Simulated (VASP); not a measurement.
Set up this calculation in VASP 6.6.1, as the native input.

```
Task                   : single point
Functional             : PBE
Potentials or basis    : VASP PAW PBE potentials, release 64 (Ti_sv, S, O)
Cutoff                 : 520 eV
k mesh                 : 3 × 3 × 2
Occupations            : fermi-dirac, width 0.01 eV
Spin                   : no spin polarisation
Dipole correction      : no
Further INCAR settings : LREAL = Auto; ALGO = Fast; EDIFF = 1e-07; NBANDS = 168
```

The structure of Ti12SO23 (a cell with a defect) (Rutile) lies in POSCAR:

```
Ti12SO23
1.0
    4.5922000000      4.5922000000      0.0000000000
   -4.5922000000      4.5922000000      0.0000000000
    0.0000000000      0.0000000000      8.8722000000
Ti S O
12 1 23
Direct
   -0.0410052604      0.0000000000      0.0000000000
    0.0077955953      0.0000000000      0.3339197131
    0.0077955953      0.0000000000      0.6660802869
    0.5028022455      0.5000000000      0.0000000000
    0.5024142926      0.5000000000      0.3336676175
    0.5024142926      0.5000000000      0.6663323825
    0.5299376705      0.0000000000      0.1833602511
    0.4880869225      0.0000000000      0.5000000000
    0.5299376705      0.0000000000      0.8166397489
   -0.0023433420      0.5000000000      0.1676656171
    0.0054729348      0.5000000000      0.5000000000
   -0.0023433420      0.5000000000      0.8323343829
    0.2887023182      0.0000000000      0.0000000000
    0.3061624016      0.0000000000      0.3287447368
    0.3061624016      0.0000000000      0.6712552632
    0.8059420133      0.5000000000      0.0000000000
    0.8071001605      0.5000000000      0.3397118046
    0.8071001605      0.5000000000      0.6602881954
    0.5139488421      0.3052715122      0.1687430407
    0.4933055375      0.3038962321      0.5000000000
    0.5139488421      0.3052715122      0.8312569593
   -0.0230299250      0.8038725706      0.1704193286
    0.0120469622      0.8039133383      0.5000000000
   -0.0230299250      0.8038725706      0.8295806714
    0.6760631543      0.0000000000      0.0000000000
    0.7015595812      0.0000000000      0.3511619584
    0.7015595812      0.0000000000      0.6488380416
    0.1981225479      0.5000000000      0.0000000000
    0.1980898682      0.5000000000      0.3273632765
    0.1980898682      0.5000000000      0.6726367235
    0.5139488421      0.6947284878      0.1687430407
    0.4933055375      0.6961037679      0.5000000000
    0.5139488421      0.6947284878      0.8312569593
   -0.0230299250      0.1961274294      0.1704193286
    0.0120469622      0.1960866617      0.5000000000
   -0.0230299250      0.1961274294      0.8295806714
```

The input as run:

INCAR

```
SYSTEM = Ti12SO23
PREC     = Accurate       ! precision mode
ENCUT    = 520            ! plane-wave cutoff, eV
EDIFF    = 1E-7           ! SCF threshold, eV
ISMEAR   = -1             ! smearing method
SIGMA    = 0.01           ! smearing width, eV
LREAL    = Auto         
LASPH    = .TRUE.         ! aspherical terms in the spheres
NELM     = 100            ! most SCF steps
ALGO     = Fast           ! electronic algorithm
ISIF     = 2              ! what is computed and relaxed
LWAVE    = .FALSE.        ! write WAVECAR
LCHARG   = .TRUE.         ! write CHGCAR
GGA      = PE             ! functional
LELF     = .TRUE.         ! ELF
LVHAR    = .TRUE.       
NBANDS   = 168            ! bands
```

KPOINTS

```
Automatic mesh
0
G
  3 3 2
  0 0 0
```

Potentials or basis: VASP PAW PBE potentials, release 64 (Ti_sv, S, O).

Command:

```bash
$ cat potpaw_PBE.64/Ti_sv/POTCAR potpaw_PBE.64/S/POTCAR potpaw_PBE.64/O/POTCAR > POTCAR
$ mpirun -np 1 vasp_std > vasp.out
```

It gave:

```yaml
Pressure: 12.8 GPa
Largest_force: 0.080 eV/Å
Band_gap_on_the_k_mesh: 1.34 eV, indirect (least direct gap 1.41 eV)
```

It took 16 min on 1 thread of AMD EPYC 9R45 96-Core Processor (Zen 5), with other jobs on the host, peak memory 0.56 GiB.
